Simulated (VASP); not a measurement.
Output of a VASP run:

File OSZICAR:
```
       N       E                     dE             d eps       ncg     rms          rms(c)
DAV:   1     0.212138196144E+03    0.21214E+03   -0.15935E+04  1486   0.219E+03
DAV:   2    -0.747841586065E+01   -0.21962E+03   -0.21208E+03  1470   0.376E+02
DAV:   3    -0.182010842504E+02   -0.10723E+02   -0.10341E+02  1600   0.112E+02
DAV:   4    -0.184385731508E+02   -0.23749E+00   -0.23641E+00  1713   0.146E+01
DAV:   5    -0.184471626512E+02   -0.85895E-02   -0.85871E-02  1793   0.271E+00    0.200E+01
DAV:   6    -0.179847097463E+02    0.46245E+00   -0.51638E+01  1688   0.119E+02    0.158E+01
DAV:   7    -0.149054778305E+02    0.30792E+01   -0.15088E+01  1613   0.653E+01    0.437E+00
DAV:   8    -0.148471689706E+02    0.58309E-01   -0.62583E-01  1541   0.663E+00    0.143E+00
DAV:   9    -0.148310856898E+02    0.16083E-01   -0.31169E-02  2023   0.251E+00    0.527E-01
DAV:  10    -0.148289844889E+02    0.21012E-02   -0.31107E-03  1875   0.446E-01    0.205E-01
DAV:  11    -0.148286978773E+02    0.28661E-03   -0.65245E-04  2276   0.314E-01    0.568E-02
DAV:  12    -0.148286835941E+02    0.14283E-04   -0.98875E-05  1693   0.124E-01    0.144E-02
DAV:  13    -0.148286831535E+02    0.44058E-06   -0.73349E-06  1588   0.199E-02
   1 F= -.14828683E+02 E0= -.14829187E+02  d E =-.148287E+02
       N       E                     dE             d eps       ncg     rms          rms(c)
DAV:   1    -0.161091444723E+02   -0.12805E+01   -0.14253E+01  1480   0.619E+01    0.102E+01
DAV:   2    -0.162103653782E+02   -0.10122E+00   -0.19659E+01  1691   0.700E+01    0.844E+00
DAV:   3    -0.148471330425E+02    0.13632E+01   -0.52912E+00  1678   0.392E+01    0.162E+00
DAV:   4    -0.148339696012E+02    0.13163E-01   -0.18027E-01  1562   0.338E+00    0.919E-01
DAV:   5    -0.148255878342E+02    0.83818E-02   -0.22034E-02  1872   0.232E+00    0.234E-01
DAV:   6    -0.148251185066E+02    0.46933E-03   -0.25552E-03  1570   0.650E-01    0.514E-02
DAV:   7    -0.148251505874E+02   -0.32081E-04   -0.99899E-05  2163   0.751E-02    0.346E-02
DAV:   8    -0.148251574623E+02   -0.68749E-05   -0.24452E-06  1376   0.147E-02    0.580E-03
DAV:   9    -0.148251564620E+02    0.10003E-05   -0.10254E-06  1042   0.943E-03    0.175E-03
DAV:  10    -0.148251564396E+02    0.22455E-07   -0.28955E-07   775   0.436E-03
   2 F= -.14825156E+02 E0= -.14825666E+02  d E =0.352671E-02
       N       E                     dE             d eps       ncg     rms          rms(c)
DAV:   1    -0.151913064860E+02   -0.36615E+00   -0.40430E+00  1490   0.318E+01    0.518E+00
DAV:   2    -0.151538545251E+02    0.37452E-01   -0.44449E+00  1667   0.359E+01    0.419E+00
DAV:   3    -0.148508390277E+02    0.30302E+00   -0.12669E+00  1609   0.196E+01    0.814E-01
DAV:   4    -0.148421012869E+02    0.87377E-02   -0.40523E-02  1524   0.161E+00    0.238E-01
DAV:   5    -0.148414802378E+02    0.62105E-03   -0.14886E-03  1843   0.456E-01    0.128E-01
DAV:   6    -0.148413499657E+02    0.13027E-03   -0.50825E-04  2058   0.199E-01    0.302E-02
DAV:   7    -0.148413499619E+02    0.37167E-08   -0.66858E-05  1501   0.993E-02    0.165E-02
DAV:   8    -0.148413470939E+02    0.28680E-05   -0.78764E-06  1577   0.174E-02    0.486E-03
DAV:   9    -0.148413465189E+02    0.57500E-06   -0.12735E-06   778   0.171E-02
   3 F= -.14841347E+02 E0= -.14841852E+02  d E =-.126634E-01
```

File OUTCAR:
```
------------------------ aborting loop because EDIFF is reached ----------------------------------------
  FORCE on cell =-STRESS in cart. coord.  units (eV):
  Direction    XX          YY          ZZ          XY          YZ          ZX
  --------------------------------------------------------------------------------------
  Total       -0.0110689     -0.0110689     -0.0110689     -0.0000000      0.0000000      0.0000000
  in kB       -0.4183279     -0.4183279     -0.4183279     -0.0000000      0.0000000      0.0000000
  external PRESSURE =      -0.4183279 kB  Pullay stress =       0.0000000 kB
  volume of cell :       42.39
      direct lattice vectors                 reciprocal lattice vectors
     3.486840485  0.000000000 -0.000000000     0.286792586 -0.000000000 -0.000000000
     0.000000000  3.486840485 -0.000000000    -0.000000000  0.286792586 -0.000000000
     0.000000000  0.000000000  3.486840485     0.000000000  0.000000000  0.286792586
 POSITION                                       TOTAL-FORCE (eV/Angst)
 -----------------------------------------------------------------------------------
      0.00000      0.00000      0.00000        -0.000000     -0.000000      0.000000
      0.00000      1.74342      1.74342         0.000000      0.000000      0.000000
      1.74342      0.00000      1.74342         0.000000      0.000000      0.000000
      1.74342      1.74342     -0.00000        -0.000000     -0.000000      0.000000
 -----------------------------------------------------------------------------------
    total drift:                                0.000000      0.000000      0.000000
  FREE ENERGIE OF THE ION-ELECTRON SYSTEM (eV)
  ---------------------------------------------------
  free  energy   TOTEN  =       -14.8413465189 eV

  energy  without entropy=      -14.8428627950  energy(sigma->0) =      -14.84185194

 reached required accuracy - stopping structural energy minimisation
```
(Selected blocks of OUTCAR.)

POSCAR:
```
Ni3Si
1
    3.4628876297     0.0000000000    -0.0000000000
   -0.0000000000     3.4628876297    -0.0000000000
    0.0000000000     0.0000000000     3.4628876297
Si Ni
1 3
Direct
  0.0000000000   0.0000000000   0.0000000000
  0.0000000000   0.5000000000   0.5000000000
  0.5000000000   0.0000000000   0.5000000000
  0.5000000000   0.5000000000   0.0000000000
```

### Question
Write an INCAR and KPOINTS that could have produced this output.

### Answer
One answer among several that fit: the input of the run itself, optB86b-vdW, plane waves, VASP's PBE PAW potentials (set 64).

### INCAR
```
! general
SYSTEM    =  Ni3Si
PREC      =  Accurate
ENCUT     =  520
LREAL     =  .False.
LASPH     =  .True.

! electronic loop
EDIFF     =  1E-6
NELM      =  100
ALGO      =  Normal
LMAXMIX   =  4

! smearing
ISMEAR    =  1
SIGMA     =  0.1

! functional
GGA       =  MK
LUSE_VDW  =  .True.
AGGAC     =  0.0
PARAM1    =  0.1234
PARAM2    =  1.0

! ions
IBRION    =  2
NSW       =  60
ISIF      =  3
EDIFFG    =  -0.02

! output
LWAVE     =  .False.
LCHARG    =  .False.
```

KPOINTS:
```
Automatic mesh
0
Gamma
8 8 8
0 0 0
```

POTCAR, in this order: Si Ni (PBE.64 set). Program: vasp_std.

Energy and stress use the plane-wave basis of the starting cell.

The compound is Ni3Si in the L1_2 structure. This run relaxes it. Symmetry was kept, so distortions that lower it aren't found. The start is the result of an earlier pass. The run is not spin-polarised, so no magnetic state was tried.
